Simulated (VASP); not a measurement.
# RuF2 (Fm-3m) in VASP: further runs, part 2 of 2

VASP 6.6.1. The steps go on from the part before.

### Step 4. Single point, LDA+U, collinear spin, ferrimagnetic start

This run uses another cell than the first one: it holds 6 atoms, not 3.

The input, INCAR:

```
PREC = Accurate
ENCUT = 520
EDIFF = 1E-6
ISMEAR = 0
SIGMA = 0.05
LREAL = False
LASPH = True
NELM = 60
ALGO = Fast
ISIF = 2
LWAVE = False
LCHARG = True
ISPIN = 2
MAGMOM = 1 -0.5 0 0 0 0
LORBIT = 11
LMAXMIX = 4
LDAU = True
LDAUTYPE = 2
LDAUL = 2 -1
LDAUU = 3 0
LDAUJ = 0 0
LDAUPRINT = 1
GGA = CA
LELF = True
LVHAR = True
```

The input, KPOINTS:

```
regular mesh
0
Gamma
  7 7 7
```

The input, POSCAR:

```
RuF2
1.0
    2.4087449400      2.4087449400      4.8174898800
    2.4087449400     -2.4087449400      0.0000000000
    2.4087449400      2.4087449400      0.0000000000
Ru F
2 4
Direct
    0.0000000000      0.0000000000      0.0000000000
    0.5000000000      0.5000000000      0.0000000000
    0.2500000000      0.0000000000      0.2500000000
    0.7500000000      0.5000000000      0.2500000000
    0.7500000000      0.0000000000      0.7500000000
    0.2500000000      0.5000000000      0.7500000000
```

Potentials or basis: VASP PAW LDA potentials, release 64 (Ru_pv, F).

Run with:

```sh
> cat potpaw_LDA.64/Ru_pv/POTCAR potpaw_LDA.64/F/POTCAR > POTCAR
> mpirun -np 1 vasp_std > vasp.out
```

OUTCAR:

```text
PREC = Accurate
   ENCUT = 520
   EDIFF = 1E-6
   ISMEAR = 0
   LREAL = False
   LASPH = True
   NELM = 60
   ISIF = 2
   ISPIN = 2
   LORBIT = 11
   GGA = CA

 ion  position               nearest neighbor table
   1  0.000  0.000  0.000-   5 2.09   3 2.09   4 2.09   5 2.09   6 2.09   3 2.09   4 2.09   6 2.09

   2  0.500  0.500  0.000-   6 2.09   3 2.09   4 2.09   5 2.09   6 2.09   4 2.09   3 2.09   5 2.09

   3  0.250  0.000  0.250-   1 2.09   1 2.09   2 2.09   2 2.09
   4  0.750  0.500  0.250-   2 2.09   1 2.09   2 2.09   1 2.09
   5  0.750  0.000  0.750-   1 2.09   2 2.09   1 2.09   2 2.09
   6  0.250  0.500  0.750-   1 2.09   2 2.09   2 2.09   1 2.09

  LATTYP: Found a simple tetragonal cell.
 ALAT       =     3.4064797624
 C/A-ratio  =     1.4142135624

  Lattice vectors:

 A1 = (   2.4087449400,  -2.4087449400,   0.0000000000)
 A2 = (   2.4087449400,   2.4087449400,   0.0000000000)
 A3 = (   0.0000000000,   0.0000000000,   4.8174898800)

Analysis of symmetry for initial positions (statically):
=====================================================================
 Subroutine PRICEL returns following result:

  LATTYP: Found a face centered cubic cell.
 ALAT       =     4.8174898800

  Lattice vectors:

 A1 = (   2.4087449400,   0.0000000000,   2.4087449400)
 A2 = (   2.4087449400,   2.4087449400,   0.0000000000)
 A3 = (   0.0000000000,   2.4087449400,   2.4087449400)

   2 primitive cells build up your supercell.

 Routine SETGRP: Setting up the symmetry group for a
 simple tetragonal supercell.

 Subroutine GETGRP returns: Found 16 space group operations
 (whereof 16 operations were pure point group operations)
 out of a pool of 16 trial point group operations.

The static configuration has the point symmetry D_4h.

Analysis of symmetry for dynamics (positions and initial velocities):
[... 261 lines left out ...]
  ---------------------------------------------------
  free energy    TOTEN  =       -28.43326383 eV

  energy without entropy =      -28.42949218  energy(sigma->0) =      -28.43137801

 E-fermi :   9.2516     XC(G=0): -13.2664

 val. band max:        9.2443558501   @ k =  -0.0000   0.4286   0.2857
 cond. band min:       9.2738456075   @ k =  -0.2857   0.2857   0.2857
 fundamental gap:      0.0294897574
 Fermi energy:         9.2516456634

 spin component 1

 k-point     1 :       0.0000    0.0000    0.0000
  band No.  band energies     occupation
      1     -34.0173      1.00000
      2     -33.7061      1.00000
      3     -33.7061      1.00000
      4     -32.9545      1.00000
      5     -32.4367      1.00000
      6     -32.4367      1.00000
[... 1721 lines left out ...]
     32      12.0983      0.00000
     33      14.9002      0.00000

 [... further k-points ...]

------------------------ aborting loop because EDIFF is reached ----------------------------------------

  FORCE on cell =-STRESS in cart. coord.  units (eV):
  Direction    XX          YY          ZZ          XY          YZ          ZX
  --------------------------------------------------------------------------------------
  -------------------------------------------------------------------------------------
  Total       17.0145889     17.0145889     18.7150658      0.0000000     -0.0000000      0.0000000
  in kB      487.6403175    487.6403175    536.3762044      0.0000000     -0.0000000      0.0000000
  external PRESSURE =     503.8856132 kB  Pullay stress =       0.0000000 kB

 VOLUME and BASIS-vectors are now :
 -----------------------------------------------------------------------------
  energy-cutoff  :      520.00
  volume of cell :       55.90
      direct lattice vectors                 reciprocal lattice vectors
     2.408744940  2.408744940  4.817489880     0.000000000  0.000000000  0.207576980
     2.408744940 -2.408744940  0.000000000     0.207576980 -0.207576980  0.000000000
     2.408744940  2.408744940  0.000000000     0.207576980  0.207576980 -0.207576980

 POSITION                                       TOTAL-FORCE (eV/Angst)
 -----------------------------------------------------------------------------------
      0.00000      0.00000      0.00000        -0.000000      0.000000      0.000000
      2.40874      0.00000      2.40874        -0.000000      0.000000      0.000000
      1.20437      1.20437      1.20437        -0.000000     -0.000000     -0.000120
      3.61312      1.20437      3.61312         0.000000      0.000000      0.000120
      3.61312      3.61312      3.61312         0.000000      0.000000      0.000120
      3.61312      1.20437      1.20437        -0.000000     -0.000000     -0.000120
 -----------------------------------------------------------------------------------
    total drift:                                0.000000      0.000000      0.000000

  FREE ENERGIE OF THE ION-ELECTRON SYSTEM (eV)
  ---------------------------------------------------
  free  energy   TOTEN  =       -28.4332638310 eV

  energy  without entropy=      -28.4294921797  energy(sigma->0) =      -28.43137801

 total charge

# of ion       s       p       d       tot
------------------------------------------
    1        0.219   6.196   6.130  12.544
    2        0.219   6.196   6.130  12.544
    3        1.747   4.365   0.000   6.112
    4        1.747   4.365   0.000   6.112
    5        1.747   4.365   0.000   6.112
    6        1.747   4.365   0.000   6.112
--------------------------------------------------
tot          7.427  29.851  12.260  49.537

 magnetization (x)

# of ion       s       p       d       tot
------------------------------------------
    1        0.004   0.005   1.676   1.686
    2       -0.004  -0.005  -1.676  -1.686
    3       -0.000  -0.000   0.000  -0.000
    4       -0.000  -0.000   0.000  -0.000
    5       -0.000  -0.000   0.000  -0.000
    6       -0.000  -0.000   0.000  -0.000
--------------------------------------------------
tot         -0.000  -0.000  -0.000  -0.000
```

Run time: 3.4 min. Hardware: 1 thread of Intel Xeon Platinum 8259CL at 2.50GHz (Skylake/Cascade Lake), shared host; peak memory 0.24 GiB.

The run converged, but a check on its numbers failed (symmetry, net force, bounds or a known fault of this set-up), so they aren't taken as properties of the crystal.

Caveat: a pressure of tens of GPa on the cell as given is suspect, and the run, the potentials or the cell itself is likely at fault; the result breaks the symmetry of the cell.

### Step 5. Single point, LDA+U, collinear spin, random start

The input, INCAR:

```
SYSTEM = RuF2
PREC     = Accurate       ! precision mode
ENCUT    = 520            ! plane-wave cutoff, eV
EDIFF    = 1E-6           ! SCF threshold, eV
ISMEAR   = 0              ! smearing method
SIGMA    = 0.05           ! smearing width, eV
LREAL    = .False.        ! projectors in reciprocal space
LASPH    = .True.         ! aspherical terms in the spheres
NELM     = 60             ! most SCF steps
ALGO     = Fast           ! electronic algorithm
ISIF     = 2              ! what is computed and relaxed
LWAVE    = .False.        ! write WAVECAR
LCHARG   = .True.         ! write CHGCAR
ISPIN    = 2              ! spin polarisation
MAGMOM   = -0.05 0 0      ! initial moments
LORBIT   = 11             ! projections on sites
LMAXMIX  = 4              ! l up to which the mixer works
LDAU     = .True.         ! DFT+U
LDAUTYPE = 2            
LDAUL    = 2 -1           ! shell
LDAUU    = 3 0            ! U, eV
LDAUJ    = 0 0          
LDAUPRINT= 1            
LELF     = .True.         ! ELF
LVHAR    = .True.
```

The input, KPOINTS:

```
Automatic mesh
0
Gamma
  7 7 7
  0 0 0
```

The input, POSCAR:

```
RuF2
1.0
    0.0000000000      2.4087449400      2.4087449400
    2.4087449400      0.0000000000      2.4087449400
    2.4087449400      2.4087449400      0.0000000000
Ru F
1 2
Direct
    0.0000000000      0.0000000000      0.0000000000
    0.2500000000      0.2500000000      0.2500000000
    0.7500000000      0.7500000000      0.7500000000
```

Run with:

```sh
> cat potpaw_LDA.64/Ru_pv/POTCAR potpaw_LDA.64/F/POTCAR > POTCAR
> mpirun -np 1 vasp_std > vasp.out
```

Wall time 53 s (1 thread of Intel Xeon Platinum 8259CL at 2.50GHz (Skylake/Cascade Lake), shared host); peak memory 0.15 GiB.

The run converged. Its results:

- Free energy: -13.6761 eV
- Pressure: 44.4 GPa
- Band gap on the k mesh: none (metal or under the smearing width)
- Net moment: 0.00 μB per cell
- Valence electrons inside the program's atomic spheres: Ru 12.58; F 6.09

Levels at points of the mesh, in eV from the Fermi level:
Spin up:
| k point | band 10 | band 11 | band 12 | band 13 | band 14 | band 15 | band 16 | band 17 | band 18 |
| --- | --- | --- | --- | --- | --- | --- | --- | --- | --- |
| (0.00, 0.00, 0.00) | -7.62 | -7.62 | -3.26 | -3.26 | 1.17 | 1.67 | 1.67 | 1.67 | 11.23 |
Spin down:
```
           k point  band 11  band 12  band 13  band 14  band 15  band 16  band 17  band 18
(0.00, 0.00, 0.00)    -7.62    -3.26    -3.26     1.17     1.67     1.67     1.67    11.23
```

Eigenvalues of the final occupation matrices:
| site | spin | trace | eigenvalues |
| --- | --- | --- | --- |
| site 1 d | 1 | 3.11 | 0.45 0.45 0.45 0.88 0.88 |
| site 1 d | 2 | 3.11 | 0.45 0.45 0.45 0.88 0.88 |

Caveat: a pressure of tens of GPa on the cell as given is suspect, and the run, the potentials or the cell itself is likely at fault.

### Step 6. Single point, LDA+U, collinear spin, ferromagnetic start

The input, INCAR:

```
ALGO = Fast ; EDIFF = 1E-6
ENCUT = 520 ; ISIF = 2
ISMEAR = 0 ; ISPIN = 2
LASPH = T ; LCHARG = F
LDAU = T ; LDAUJ = 0 0
LDAUL = 2 -1 ; LDAUPRINT = 1
LDAUTYPE = 2 ; LDAUU = 3 0
LMAXMIX = 4 ; LORBIT = 11
LREAL = F ; LWAVE = F
MAGMOM = 1 0 0 ; NBANDS = 25
NELM = 60 ; NUPDOWN = 2
PREC = Accurate ; SIGMA = 0.05
```

The input, KPOINTS:

```
k-points
0
Gamma
  7 7 7
```

POSCAR is that of step 5.

Potentials or basis: VASP PAW LDA potentials, release 64 (Ru_pv, F).

Run with:

```sh
> cat potpaw_LDA.64/Ru_pv/POTCAR potpaw_LDA.64/F/POTCAR > POTCAR
> mpirun -np 1 vasp_std > vasp.out
```

Run time: 72 s. Hardware: 1 thread of Intel Xeon Platinum 8259CL at 2.50GHz (Skylake/Cascade Lake), shared host; peak memory 0.16 GiB.

It converged, with:

- Free energy: -14.1952 eV
- Pressure: 50.4 GPa
- Net moment: 2.00 μB per cell
- Site moments: Ru +1.80; F +0.06 μB
- Valence electrons inside the program's atomic spheres: Ru 12.54; F 6.12

Eigenvalues of the final occupation matrices:
| site | spin | trace | eigenvalues |
| --- | --- | --- | --- |
| site 1 d | 1 | 3.98 | 0.74 0.74 0.74 0.89 0.89 |
| site 1 d | 2 | 2.19 | 0.14 0.14 0.14 0.88 0.88 |

Caveat: a pressure of tens of GPa on the cell as given is suspect, and the run, the potentials or the cell itself is likely at fault; the total moment is fixed, so each spin has its own Fermi level. The state reached can hang on the start; a lower one may exist.

### Step 7. Overview

| spin | fixed moment (μB) | further INCAR settings | gap on the mesh (eV) | pressure (GPa) | moment (μB) |
| --- | --- | --- | --- | --- | --- |
| collinear, ferromagnetic start | - | ALGO = Normal; EDIFF = 1e-07 | none | 50.3 | 2.00 |
| collinear, random start | - | ALGO = Fast; EDIFF = 1e-06 | none | 44.4 | 0.00 |
| collinear, ferromagnetic start | 2 | ALGO = Fast; EDIFF = 1e-06; NBANDS = 25 | - | 50.4 | 2.00 |

Alike in all rows: task single point; level LDA+U; potentials or basis VASP PAW LDA potentials, release 64 (Ru_pv, F); Ru d U = 3 eV; cell as given; k mesh 7 × 7 × 7; cutoff (eV) 520; smearing gaussian 0.05 eV.

Caveats: a pressure of tens of GPa on the cell as given is suspect, and the run, the potentials or the cell itself is likely at fault; the total moment is fixed, so each spin has its own Fermi level (some runs).

Absolute energies hang on the potentials; compare differences alone.
